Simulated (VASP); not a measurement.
Method: PBE GGA, VASP's PBE PAW potentials (set 64) (plane waves; VASP).

Input for VASP

POSCAR:
```
Ga2O3
1
    6.1623400000    -1.5292710000     0.0000000000
    6.1623400000     1.5292710000     0.0000000000
   -1.3891100000     0.0000000000     5.6706910000
Ga O
4 6
Direct
  0.3411600000   0.3411600000   0.6852700000
  0.6588400000   0.6588400000   0.3147300000
  0.9095300000   0.9095300000   0.2052100000
  0.0904700000   0.0904700000   0.7947900000
  0.5035300000   0.5035300000   0.7433400000
  0.4964700000   0.4964700000   0.2566600000
  0.8266300000   0.8266300000   0.4367700000
  0.1733700000   0.1733700000   0.5632300000
  0.1645000000   0.1645000000   0.1091500000
  0.8355000000   0.8355000000   0.8908500000
```

File KPOINTS:
```
Automatic mesh
0
Gamma
4 4 3
0 0 0
```

INCAR:
```
! general
SYSTEM   =  Ga2O3
PREC     =  Accurate
ENCUT    =  400   ! plane-wave cut-off (eV)
LREAL    =  .FALSE.   ! projection in real space or not
LASPH    =  .TRUE.

! electronic loop
EDIFF    =  1E-6
NELM     =  100
ALGO     =  Normal
LMAXMIX  =  4   ! l cut-off of mixed one-centre charges

! smearing
ISMEAR   =  0   ! Gaussian
SIGMA    =  0.01

! functional
GGA      =  PE   ! PBE

! ions
ISIF     =  2

! output
LWAVE    =  .FALSE.
LCHARG   =  .FALSE.
```

POTCAR, in this order: Ga_d O (PBE.64 set). Program: vasp_std.

The run wrote:

### OUTCAR
```
 ion  position               nearest neighbor table
   1  0.341  0.341  0.685-   5 1.95  10 1.96  10 1.96   8 2.02   7 2.09   7 2.09
   2  0.659  0.659  0.315-   6 1.95   9 1.96   9 1.96   7 2.02   8 2.09   8 2.09
   3  0.910  0.910  0.205-  10 1.85   6 1.85   6 1.85   7 1.88
   4  0.090  0.090  0.795-   9 1.85   5 1.85   5 1.85   8 1.88
   5  0.504  0.504  0.743-   4 1.85   4 1.85   1 1.95
   6  0.496  0.496  0.257-   3 1.85   3 1.85   2 1.95
   7  0.827  0.827  0.437-   3 1.88   2 2.02   1 2.09   1 2.09
   8  0.173  0.173  0.563-   4 1.88   1 2.02   2 2.09   2 2.09
   9  0.164  0.164  0.109-   4 1.85   2 1.96   2 1.96
  10  0.836  0.836  0.891-   3 1.85   1 1.96   1 1.96
  LATTYP: Found a base centered monoclinic cell.
 ALAT       =    12.3246800000
 B/A-ratio  =     0.2481640091
 C/A-ratio  =     0.4737123207
 COS(beta)  =    -0.2379284116
 Subroutine PRICEL returns:
 Original cell was already a primitive cell.
 Subroutine GETGRP returns: Found  4 space group operations
The static configuration has the point symmetry C_2h.
The dynamic configuration has the point symmetry C_2h.
 Subroutine INISYM returns: Found  4 space group operations
 Subroutine IBZKPT returns following result:
 Found     17 irreducible k-points:

 Following reciprocal coordinates:
            Coordinates               Weight
  0.000000  0.000000  0.000000      1.000000
  0.250000  0.000000  0.000000      4.000000
  0.500000  0.000000  0.000000      2.000000
  0.250000  0.250000  0.000000      2.000000
  0.500000  0.250000  0.000000      4.000000
 -0.250000  0.250000  0.000000      2.000000
  0.500000  0.500000  0.000000      1.000000
  0.000000  0.000000  0.333333      2.000000
  0.250000  0.000000  0.333333      4.000000
  0.500000  0.000000  0.333333      4.000000
 -0.250000 -0.000000  0.333333      4.000000
  0.250000  0.250000  0.333333      2.000000
  0.500000  0.250000  0.333333      4.000000
 -0.250000  0.250000  0.333333      4.000000
  0.500000  0.500000  0.333333      2.000000
 -0.250000  0.500000  0.333333      4.000000
 -0.250000 -0.250000  0.333333      2.000000
   k-points           NKPTS =     17   k-points in BZ     NKDIM =     17   number of bands    NBANDS=     52
   number of dos      NEDOS =    301   number of ions     NIONS =     10
   total plane-waves  NPLWV =  70560
   dimension x,y,z NGX =    42 NGY =   42 NGZ =   40
   dimension x,y,z NGXF=    84 NGYF=   84 NGZF=   80
   ions per type =               4   6
   PREC   = accura    normal or accurate (medium, high low for compatibility)
   ISTART =      0    job   : 0-new  1-cont  2-samecut
   ICHARG =      2    charge: 1-file 2-atom 10-const
   ISPIN  =      1    spin polarized calculation?
   LNONCOLLINEAR =      F non collinear calculations
   LSORBIT =      F    spin-orbit coupling
   INIWAV =      1    electr: 0-lowe 1-rand  2-diag
   ENCUT  =  400.0 eV  29.40 Ry    5.42 a.u.  10.35 10.35  9.52*2*pi/ulx,y,z
   NELM   =    100;   NELMIN=  2; NELMDL= -5     # of ELM steps
   EDIFF  = 0.1E-05   stopping-criterion for ELM
   LREAL  =      F    real-space projection
   NLSPLINE    = F    spline interpolate recip. space projectors
   LMAXMIX     =    4 max onsite mixed and CHGCAR
   VOSKOWN=      0    Vosko Wilk Nusair interpolation
   EDIFFG = 0.1E-04   stopping-criterion for IOM
   NSW    =      0    number of steps for IOM
   NBLOCK =      1;   KBLOCK =      1    inner block; outer block
   IBRION =     -1    ionic relax: 0-MD 1-quasi-New 2-CG
   NFREE  =      0    steps in history (QN), initial steepest desc. (CG)
   ISIF   =      2    stress and relaxation
   ISYM   =      2    0-nonsym 1-usesym 2-fastsym
   TEIN   =    0.0    initial temperature
   TEBEG  =    0.0;   TEEND  =   0.0 temperature during run
   SMASS  =  -3.00    Nose mass-parameter (am)
   PSTRESS=    0.0 pullay stress
...
```

### OSZICAR
```
       N       E                     dE             d eps       ncg     rms          rms(c)
DAV:   1     0.110024736224E+04    0.11002E+04   -0.34912E+04  2040   0.265E+03
DAV:   2     0.148260960003E+03   -0.95199E+03   -0.91413E+03  1952   0.715E+02
DAV:   3    -0.526782505231E+02   -0.20094E+03   -0.19675E+03  2036   0.235E+02
DAV:   4    -0.683909267158E+02   -0.15713E+02   -0.15596E+02  2316   0.712E+01
DAV:   5    -0.687490471995E+02   -0.35812E+00   -0.35727E+00  2216   0.110E+01    0.173E+01
DAV:   6    -0.596339527436E+02    0.91151E+01   -0.35025E+01  3336   0.630E+01    0.503E+00
DAV:   7    -0.597760640073E+02   -0.14211E+00   -0.30478E+00  1932   0.982E+00    0.348E+00
DAV:   8    -0.597453970680E+02    0.30667E-01   -0.51263E-01  2628   0.663E+00    0.115E+00
DAV:   9    -0.597168361748E+02    0.28561E-01   -0.13362E-01  2724   0.468E+00    0.255E-01
DAV:  10    -0.597179525976E+02   -0.11164E-02   -0.20097E-02  2492   0.130E+00    0.146E-01
DAV:  11    -0.597183494973E+02   -0.39690E-03   -0.30271E-03  2012   0.759E-01    0.868E-02
DAV:  12    -0.597184339145E+02   -0.84417E-04   -0.11233E-03  2568   0.501E-01    0.229E-02
DAV:  13    -0.597184469355E+02   -0.13021E-04   -0.19812E-04  2720   0.117E-01    0.101E-02
DAV:  14    -0.597184497021E+02   -0.27666E-05   -0.51376E-05  2296   0.629E-02    0.919E-03
DAV:  15    -0.597184486993E+02    0.10028E-05   -0.58834E-06  2128   0.278E-02    0.357E-03
DAV:  16    -0.597184486621E+02    0.37207E-07   -0.28779E-06  1448   0.124E-02
   1 F= -.59718449E+02 E0= -.59718449E+02  d E =-.333035E-74
```

### OUTCAR
```
------------------------ aborting loop because EDIFF is reached ----------------------------------------
  FORCE on cell =-STRESS in cart. coord.  units (eV):
  Direction    XX          YY          ZZ          XY          YZ          ZX
  --------------------------------------------------------------------------------------
  Total       -0.5106587     -0.2391776     -0.5648281      0.0000000      0.0000000      0.0797961
  in kB       -7.6550010     -3.5853778     -8.4670233      0.0000000      0.0000000      1.1961790
  external PRESSURE =      -6.5691340 kB  Pullay stress =       0.0000000 kB
  volume of cell :      106.88
      direct lattice vectors                 reciprocal lattice vectors
     6.162340000 -1.529271000  0.000000000     0.081138009 -0.326953169  0.019875818
     6.162340000  1.529271000  0.000000000     0.081138009  0.326953169  0.019875818
    -1.389110000  0.000000000  5.670691000     0.000000000  0.000000000  0.176345352
 POSITION                                       TOTAL-FORCE (eV/Angst)
 -----------------------------------------------------------------------------------
      3.25277      0.00000      3.88595         0.038872      0.000000      0.077006
      7.68280      0.00000      1.78474        -0.038872      0.000000     -0.077006
     10.92461      0.00000      1.16368         0.046533      0.000000     -0.034399
      0.01096      0.00000      4.50701        -0.046533      0.000000      0.034399
      5.17327      0.00000      4.21525         0.041968      0.000000     -0.005842
      5.76230      0.00000      1.45544        -0.041968      0.000000      0.005842
      9.58123      0.00000      2.47679         0.038556      0.000000     -0.018273
      1.35434      0.00000      3.19390        -0.038556      0.000000      0.018273
      1.87579      0.00000      0.61896         0.098080      0.000000     -0.010680
      9.05978      0.00000      5.05174        -0.098080      0.000000      0.010680
 -----------------------------------------------------------------------------------
    total drift:                                0.000000     -0.000000      0.000000
  FREE ENERGIE OF THE ION-ELECTRON SYSTEM (eV)
  ---------------------------------------------------
  free  energy   TOTEN  =       -59.7184486621 eV

  energy  without entropy=      -59.7184486621  energy(sigma->0) =      -59.71844866
```
(Selected blocks of OUTCAR.)

File OUTCAR:
```
 val. band max:        3.6560404766   @ k =   0.0000   0.0000   0.0000

 cond. band min:       5.8755293517   @ k =   0.0000   0.0000   0.0000


 Fermi energy:         3.7834932395

 k-point     1 :       0.0000    0.0000    0.0000
  band No.  band energies     occupation
      1     -15.1285      2.00000
      2     -13.9817      2.00000
      3     -13.9678      2.00000
      4     -13.8701      2.00000
      5     -13.4094      2.00000
      6     -13.3870      2.00000
      7      -9.2018      2.00000
      8      -9.1696      2.00000
      9      -9.1645      2.00000
     10      -9.1146      2.00000
     11      -8.9965      2.00000
     12      -8.9919      2.00000
     13      -8.9834      2.00000
     14      -8.9749      2.00000
     15      -8.9233      2.00000
     16      -8.8001      2.00000
     17      -8.7952      2.00000
     18      -8.7885      2.00000
     19      -8.7588      2.00000
     20      -8.7503      2.00000
     21      -8.7278      2.00000
     22      -8.7241      2.00000
     23      -8.6697      2.00000
     24      -8.5878      2.00000
     25      -8.4405      2.00000
     26      -8.3938      2.00000
     27      -3.2690      2.00000
     28      -2.2078      2.00000
     29      -1.0665      2.00000
     30      -0.4347      2.00000
     31       0.2240      2.00000
     32       1.0672      2.00000
     33       1.1429      2.00000
     34       1.4736      2.00000
     35       1.7040      2.00000
     36       1.8158      2.00000
     37       2.0479      2.00000
     38       2.0970      2.00000
     39       2.7302      2.00000
     40       2.9862      2.00000
     41       2.9893      2.00000
     42       3.1955      2.00000
     43       3.3950      2.00000
     44       3.6560      2.00000
     45       5.8755      0.00000
     46       9.1992      0.00000
     47      10.2239      0.00000
     48      10.3047      0.00000
     49      11.3534      0.00000
     50      12.2663      0.00000
     51      12.8839      0.00000
...
```

At this cut-off the stress carries a Pulay error, which pulls relaxed volumes low.

The structure comes from a computed database's Ga2O3 entry; how it stands against other phases isn't given here. The cell was not relaxed at this level. The k-mesh is coarse (spacing up to 0.53 per Å, 2π included), so the numbers may not be converged in it. The run is one of a series of settings (KPOINTS 4×4×3 Γ-centred mesh against the base run), some of them coarse on purpose.
